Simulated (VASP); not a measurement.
Consider the following.

```
CELL_PARAMETERS angstrom
      0.00000     3.22056     3.22056
      3.22056     0.00000     3.22056
      3.22056     3.22056     0.00000
ATOMIC_POSITIONS crystal
  Ba 0.00000 0.00000 0.00000
  S  0.50000 0.50000 0.50000
```

Level of theory: revTPSS meta-GGA, VASP's PBE PAW potentials (set 64) (plane waves; VASP). Numerical set-up: 520 eV cut-off, 8×8×8 Γ-centred mesh, tetrahedra with Blöchl corrections, potentials Ba_sv S.

Unless said otherwise, spin-orbit coupling is left out, though it shifts the bands of the heavy elements here.

Problem. What does the run give for the energy per atom (σ→0), band gap (over mesh and band path) with the smallest direct gap where there is one?

Solution. 
band gap (over mesh and band path): 2.17 eV
smallest direct gap (over mesh and band path): 2.33 eV
energy per atom (σ→0): 523.2 kJ/mol-atom

Total energies compare only between runs with the same potentials, cut-off and functional.

The compound is BaS in the rock salt structure. It was relaxed first.
